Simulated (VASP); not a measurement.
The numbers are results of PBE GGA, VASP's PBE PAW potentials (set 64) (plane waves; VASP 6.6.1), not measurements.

The input files of a VASP run:

**POSCAR**
```
LiCl
1
    0.0000000000     2.5700000000     2.5700000000
    2.5700000000     0.0000000000     2.5700000000
    2.5700000000     2.5700000000     0.0000000000
Li Cl
1 1
Direct
  0.0000000000   0.0000000000   0.0000000000
  0.5000000000   0.5000000000   0.5000000000
```

### INCAR
```
# general
SYSTEM=LiCl
PREC  =Accurate
ENCUT =400
LREAL =.FALSE.   # projection in real space or not
LASPH =.TRUE.

# electronic loop
EDIFF =1E-6   # SCF stop (eV)
NELM  =100   # most electronic steps
ALGO  =Normal   # blocked Davidson

# smearing
ISMEAR=-1
SIGMA =0.01

# functional
GGA   =PE

# ions
ISIF  =2

# output
LWAVE =.FALSE.
LCHARG=.FALSE.
```

**KPOINTS**
```
Automatic mesh
0
Gamma
8 8 8
0 0 0
```

POTCAR, in this order: Li_sv Cl (PBE.64 set). Program: vasp_std.

### Question
Predict the energy per atom (σ→0), band gap (on the k-mesh).

### Answer

```yaml
energy per atom (σ→0): -3.715 eV/atom
band gap (on the k-mesh): 6.42 eV
```

### OSZICAR
```
...
DAV:   6    -0.741929798174E+01    0.80635E-01   -0.18343E-01   597   0.249E+00    0.170E+00
DAV:   7    -0.742551043966E+01   -0.62125E-02   -0.58646E-02   702   0.158E+00    0.930E-01
DAV:   8    -0.743065890962E+01   -0.51485E-02   -0.97491E-03   587   0.817E-01    0.145E-01
DAV:   9    -0.743064795208E+01    0.10958E-04   -0.33623E-04   678   0.165E-01    0.432E-02
DAV:  10    -0.743072256873E+01   -0.74617E-04   -0.10616E-04   563   0.929E-02    0.140E-02
DAV:  11    -0.743072532468E+01   -0.27560E-05   -0.49387E-06   748   0.221E-02    0.546E-03
DAV:  12    -0.743072559566E+01   -0.27098E-06   -0.65491E-07   553   0.718E-03
   1 F= -.74307256E+01 E0= -.74307256E+01  d E =-.261422E-13
```

The structure is a typed LiCl crystal (Fm-3m). The cell was not relaxed at this level.
